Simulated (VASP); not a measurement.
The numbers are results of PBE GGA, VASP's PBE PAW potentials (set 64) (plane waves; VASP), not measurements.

The input files of a VASP run:

INCAR:
```
GGA=PE
ALGO=Normal   ! blocked Davidson
ISIF=2   ! forces and stress, cell fixed
EDIFF=1E-6
LCHARG=.FALSE.
LASPH=.TRUE.   ! aspherical one-centre terms
NELM=100   ! most electronic steps
PREC=Accurate
SIGMA=0.1
LMAXMIX=6
ENCUT=400
SYSTEM=Re
LREAL=.FALSE.   ! projection in real space or not
ISMEAR=1   ! Methfessel-Paxton
LWAVE=.FALSE.
```

### KPOINTS
```
Automatic
0
G
 13 13 7
0 0 0
```

**POSCAR**
```
Re
1
    1.4076000000    -2.4380350000     0.0000000000
    1.4076000000     2.4380350000     0.0000000000
    0.0000000000     0.0000000000     4.5492000000
Re
2
Direct
  0.3333330000   0.6666670000   0.2500000000
  0.6666670000   0.3333330000   0.7500000000
```

POTCAR, in this order: Re (PBE.64 set). Program: vasp_std.

Unless said otherwise, spin-orbit coupling is left out, though it shifts the bands of the heavy elements here.

### Question
Predict the energy per atom (σ→0), pressure, band gap (on the k-mesh).

### Answer

* **energy per atom (σ→0)**: -12.390 eV/atom
* **band gap (on the k-mesh)**: none (metal, semimetal or under 0.01 eV)
* **pressure**: -151.4 kbar

OSZICAR:
```
...
DAV:   5    -0.263011942909E+02   -0.10919E-01   -0.90133E-02  3391   0.238E+00    0.382E+01
DAV:   6    -0.251391776703E+02    0.11620E+01   -0.13087E+00  3463   0.353E+01    0.142E+01
DAV:   7    -0.247944991881E+02    0.34468E+00   -0.78888E-01  3584   0.261E+01    0.907E-01
DAV:   8    -0.247821113140E+02    0.12388E-01   -0.10182E-02  3663   0.130E+00    0.265E-01
DAV:   9    -0.247809262385E+02    0.11851E-02   -0.11790E-03  3620   0.510E-01    0.304E-02
DAV:  10    -0.247809481908E+02   -0.21952E-04   -0.32773E-05  3029   0.486E-02    0.626E-03
DAV:  11    -0.247809484803E+02   -0.28954E-06   -0.31038E-07  1743   0.180E-02
   1 F= -.24780948E+02 E0= -.24780993E+02  d E =0.133102E-03
```

The compound is Re in the hcp structure. The cell was not relaxed at this level.
